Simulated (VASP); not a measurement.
**Hf under a change of volume**

Wanted: the elastic response of Hf to a change of volume, with a fit that predicts a row left out.

Method: PBEsol; plane waves and PAW (Hf_sv_GW), in the first sound run; inputs show where later runs differ, in VASP 6.6.1.

## Step 1: Starting point

The structure is hexagonal, space group P6_3/mmc (No. 194). Conventional cell: a = 3.200 Å, b = 3.200 Å, c = 5.062 Å, α = 90.00°, β = 90.00°, γ = 120.00°. Hf has 12 Hf at 3.13 to 3.20 Å nearest.

## Step 2: Relax the crystal, PBEsol

The series starts from the cell that this level prefers, so that zero strain is near zero stress.

This step took 2 runs in a row; the last is shown.

Level: PBEsol; plane waves and PAW (Hf_sv_GW).

Contents of INCAR:

```
SYSTEM = Hf
PREC = Accurate
ENCUT = 470
EDIFF = 1E-07
NELM = 120
ISMEAR = 1
SIGMA = 0.15
LREAL = .FALSE.
ALGO = Normal
GGA = PS
NBANDS = 18
LASPH = .TRUE.
LORBIT = 11
LWAVE = .FALSE.
LCHARG = .FALSE.
KPAR = 8
IBRION = 2
NSW = 40
ISIF = 3
EDIFFG = -0.005
POTIM = 0.4
```

Contents of POSCAR:

```
Hf
1.0
    3.1523048518      0.0000000000      0.0000000000
   -1.5761524259      2.7299760821      0.0000000000
    0.0000000000      0.0000000000      4.9836531061
Hf
2
Direct
    0.0000000000      0.0000000000      0.0000000000
    0.3333333333      0.6666666667      0.5000000000
```

Contents of KPOINTS:

```
Automatic mesh
0
Gamma
21 21 12
0 0 0
```

Potentials, in the order of the species: Hf_sv_GW (PBE family, release 64).

The run is started by

```sh
> mpirun -np 8 vasp_std
```

Output:

```text
[banner, memory and clock lines left out]
running    8 mpi-ranks, on    1 nodes
[...]
|                                                                             |
|           W    W    AA    RRRRR   N    N  II  N    N   GGGG   !!!           |
|           W    W   A  A   R    R  NN   N  II  NN   N  G    G  !!!           |
|           W    W  A    A  R    R  N N  N  II  N N  N  G       !!!           |
|           W WW W  AAAAAA  RRRRR   N  N N  II  N  N N  G  GGG   !            |
|           WW  WW  A    A  R   R   N   NN  II  N   NN  G    G                |
|           W    W  A    A  R    R  N    N  II  N    N   GGGG   !!!           |
|                                                                             |
|     For optimal performance we recommend to set                             |
|       NCORE = 2 up to number-of-cores-per-socket                            |
|     NCORE specifies how many cores store one orbital (NPAR=cpu/NCORE).      |
|     This setting can greatly improve the performance of VASP for DFT.       |
[...]
DAV:   7    -0.267146863338E+02   -0.12327E-06   -0.15673E-07  9570   0.325E-03    0.376E-03
DAV:   8    -0.267146862561E+02    0.77768E-07   -0.16154E-08  6776   0.742E-04
   2 F= -.26714686E+02 E0= -.26715193E+02  d E =-.583202E-05
 trial-energy change:   -0.000006  1 .order   -0.000006   -0.000099    0.000087
 step:   0.5327(harm=  0.5327)  dis= 0.00000  next Energy=   -26.714707 (dE=-0.264E-04)
[...]
N       E                     dE             d eps       ncg     rms          rms(c)
DAV:   1    -0.267149463528E+02   -0.26002E-03   -0.87971E-03 12184   0.860E-01    0.113E+00
DAV:   2    -0.267147486901E+02    0.19766E-03   -0.45643E-04 12226   0.185E-01    0.830E-01
DAV:   3    -0.267147219375E+02    0.26753E-04   -0.39270E-05 12488   0.486E-02    0.574E-01
DAV:   4    -0.267147059695E+02    0.15968E-04   -0.69368E-05 12806   0.667E-02    0.206E-02
DAV:   5    -0.267147067073E+02   -0.73777E-06   -0.53613E-06 13118   0.169E-02    0.137E-01
DAV:   6    -0.267147064245E+02    0.28275E-06   -0.91505E-07 12848   0.594E-03    0.200E-03
DAV:   7    -0.267147063493E+02    0.75186E-07   -0.34092E-08  6490   0.155E-03
   3 F= -.26714706E+02 E0= -.26715212E+02  d E =-.259253E-04
[...]
reached required accuracy - stopping structural energy minimisation
```

The job ended after 29 s (8 MPI ranks of Intel Xeon 6975P-C (Granite Rapids), shared host; peak memory 2.6 GiB).

The logs omit lines about the potential files and the build; timing stands in the text.

From OUTCAR (step 2):

```text
  Total       -0.0008626     -0.0008626      0.0007599     -0.0000000     -0.0000000      0.0000000
  in kB       -0.0322655     -0.0322655      0.0284251     -0.0000000     -0.0000000      0.0000000
  external PRESSURE =      -0.0120353 kB  Pullay stress =       0.0000000 kB

 POSITION                                       TOTAL-FORCE (eV/Angst)
 -----------------------------------------------------------------------------------
     -0.00000     -0.00000      4.98153        -0.000000      0.000000     -0.000000
     -0.00000      1.81921      2.49077         0.000000     -0.000000      0.000000
 -----------------------------------------------------------------------------------
    total drift:                                0.000000     -0.000000     -0.000000

  FREE ENERGIE OF THE ION-ELECTRON SYSTEM (eV)
  ---------------------------------------------------
  free  energy   TOTEN  =       -26.7147063493 eV

  energy  without entropy=      -26.7162247928  energy(sigma->0) =      -26.71521250

 reached required accuracy - stopping structural energy minimisation

[... 3 further parts left out ...]
[key lines of the parts left out:]
E-fermi :   9.1151
```

This run gave:

| Quantity | Value |
| --- | --- |
| energy(sigma→0) of the program | -26.7152 eV |
| stress, compression positive | xx, yy, zz 0.00, 0.00, 0.00 GPa |
| volume | 42.833 Å³ |
| ionic steps | 3 |

## Step 3: Relax at fixed volume, PBEsol

One member in full: the volume is scaled by 1.04, and shape and atoms relax at that volume.

Level: PBEsol; plane waves and PAW (Hf_sv_GW).

Edit INCAR of step 2 so:

```diff
@@ -15,7 +15,7 @@
 LCHARG = .FALSE.
-KPAR = 8
+KPAR = 2
 IBRION = 2
 NSW = 40
-ISIF = 3
-EDIFFG = -0.005
+ISIF = 4
+EDIFFG = -0.004
 POTIM = 0.4
```

Contents of POSCAR:

```
Hf
1.0
    3.1924272630      0.0000000000      0.0000000000
   -1.5962136315      2.7647231096      0.0000000000
    0.0000000000      0.0000000000      5.0470882475
Hf
2
Direct
    0.0000000000      0.0000000000      0.0000000000
    0.3333333333      0.6666666667      0.5000000000
```

KPOINTS is that of step 2.

The run is started by

```sh
> mpirun -np 2 vasp_std
```

Output:

```text
[banner, memory and clock lines left out]
running    2 mpi-ranks, on    1 nodes
[...]
[... a notice as in an earlier step ...]

 LDA part: xc-table for (Slater+PW92), standard interpolation
 POSCAR, INCAR and KPOINTS ok, starting setup
[...]
entering main loop
       N       E                     dE             d eps       ncg     rms          rms(c)
DAV:   1     0.183259788604E+03    0.18326E+03   -0.13449E+04 12176   0.119E+03
DAV:   2    -0.188923386794E+02   -0.20215E+03   -0.19958E+03 16164   0.325E+02
DAV:   3    -0.280419424024E+02   -0.91496E+01   -0.90958E+01 14790   0.695E+01
DAV:   4    -0.281282155352E+02   -0.86273E-01   -0.86095E-01 16172   0.676E+00
[...]
DAV:  11    -0.267000740963E+02   -0.69408E-05   -0.38917E-05 16776   0.528E-02    0.453E-01
DAV:  12    -0.267000735640E+02    0.53234E-06   -0.44251E-07 12420   0.485E-03    0.155E-01
DAV:  13    -0.267000735143E+02    0.49609E-07   -0.50593E-08  9924   0.250E-03
   1 F= -.26700074E+02 E0= -.26700594E+02  d E =-.267001E+02
[...]
DAV:   2    -0.267000953470E+02    0.35292E-04   -0.99973E-05 13022   0.620E-02    0.362E-02
DAV:   3    -0.267000867599E+02    0.85871E-05   -0.85514E-06 16522   0.195E-02    0.281E-02
DAV:   4    -0.267000836795E+02    0.30804E-05   -0.82703E-06 16160   0.193E-02    0.109E-02
DAV:   5    -0.267000836961E+02   -0.16641E-07   -0.19958E-07 11314   0.296E-03
   2 F= -.26700084E+02 E0= -.26700601E+02  d E =-.101818E-04
 trial-energy change:   -0.000010  1 .order   -0.000011   -0.000015   -0.000006
 step:   1.6682(harm=  1.6682)  dis= 0.00000  next Energy=   -26.700086 (dE=-0.128E-04)
[...]
N       E                     dE             d eps       ncg     rms          rms(c)
DAV:   1    -0.267001059959E+02   -0.22316E-04   -0.17787E-03 12280   0.359E-01    0.807E-02
DAV:   2    -0.267000902225E+02    0.15773E-04   -0.44449E-05 12892   0.414E-02    0.162E-02
DAV:   3    -0.267000862544E+02    0.39681E-05   -0.43915E-06 16390   0.140E-02    0.132E-02
DAV:   4    -0.267000851522E+02    0.11022E-05   -0.30521E-06 16080   0.118E-02    0.685E-03
DAV:   5    -0.267000852075E+02   -0.55301E-07   -0.93609E-08  9300   0.234E-03
   3 F= -.26700085E+02 E0= -.26700600E+02  d E =-.116931E-04
[...]
reached required accuracy - stopping structural energy minimisation
```

It took 74 s on 2 MPI ranks; peak memory 0.63 GiB.

From OUTCAR (step 3):

```text
  Total       -1.1985921     -1.1985921     -1.1966226      0.0000000      0.0000000      0.0000000
  in kB      -43.1090499    -43.1090499    -43.0382116      0.0000000      0.0000000      0.0000000
  external PRESSURE =     -43.0854372 kB  Pullay stress =       0.0000000 kB

 POSITION                                       TOTAL-FORCE (eV/Angst)
 -----------------------------------------------------------------------------------
      0.00000      0.00000     -0.00000         0.000000     -0.000000      0.000000
     -0.00000      1.84383      2.52168        -0.000000      0.000000      0.000000
 -----------------------------------------------------------------------------------
    total drift:                                0.000000     -0.000000     -0.000000

  FREE ENERGIE OF THE ION-ELECTRON SYSTEM (eV)
  ---------------------------------------------------
  free  energy   TOTEN  =       -26.7000852075 eV

  energy  without entropy=      -26.7016284281  energy(sigma->0) =      -26.70059961

[... 2 parts as in an earlier step ...]

[... 2 further parts left out ...]
[key lines of the parts left out:]
E-fermi :   8.6842
```

Numbers from this step:

- energy(sigma→0) of the program: -26.7006 eV
- stress, compression positive: xx, yy, zz -4.31, -4.31, -4.30 GPa
- ionic steps: 3

## Step 4: All members

The other members went through these steps as far as the tables show, with the same cutoff and, step by step, the same mesh; 9 runs are not shown. The session took 0.44 core hours (wall time by ranks) on a shared machine.

```csv
volume over the relaxed volume,volume (Å³/atom),pressure (GPa),"energy above the unstrained row, extrapolated to no smearing (meV/atom)"
0.940,20.132,8.048,38.325
0.960,20.560,5.124,18.201
0.980,20.988,2.449,5.657
0.990,21.202,1.196,2.005
1,21.417,-0.005,0.000
1.010,21.631,-1.154,-0.411
1.020,21.845,?,?
1.040,22.273,-4.309,7.163
1.060,22.702,-6.197,18.980
```

## Step 5: Stress from the known rows

Fitting a cubic to the 8 known rows (u: logarithm of the volume ratio) gives pressure = − 147.2 u³ + 198.0 u² − 117.3 u − 0.004369 in GPa; the residuals are 0.0011 GPa r.m.s.

At u = 0.01980 this predicts -2.251 GPa.

## Step 6: Checking the prediction

The calculation gives -2.250 GPa, so the prediction is 0.001 GPa too low.

A cubic of the pressure in ln(V/V₀) through all rows has the slope −B at V₀: B = 117 GPa, and its curvature gives B′ = 3.4.

## Step 7: Results

| Property | Result |
| --- | --- |
| error of the predicted pressure | -0.001 GPa |
| bulk modulus | 117 GPa |

**Reading.** The slope of the energy gives 0.89 GPa at the relaxed volume where the pressure column has 0.00 GPa, a mark of the finite basis or of the smearing. These are static values: temperature and zero-point motion are left out. In a metal the slopes also depend on mesh and smearing, which were held through the series.

[Lines on the potential files, build, host, timing and source positions are cut from VASP's logs without a mark.]

[Logs are printed without paths, hosts, clocks, repeated set-up lines and the standing remarks that a program may print on its own settings, such as how far it seeks lower states.]

[Hosts, paths, dates, database ids (printed as entryN), source tags and the programs' standing remarks are cut or masked in the printed files.]

[In band tables of VASP the shares of atoms and orbitals are scaled to a sum of 1 inside the atoms' spheres.]
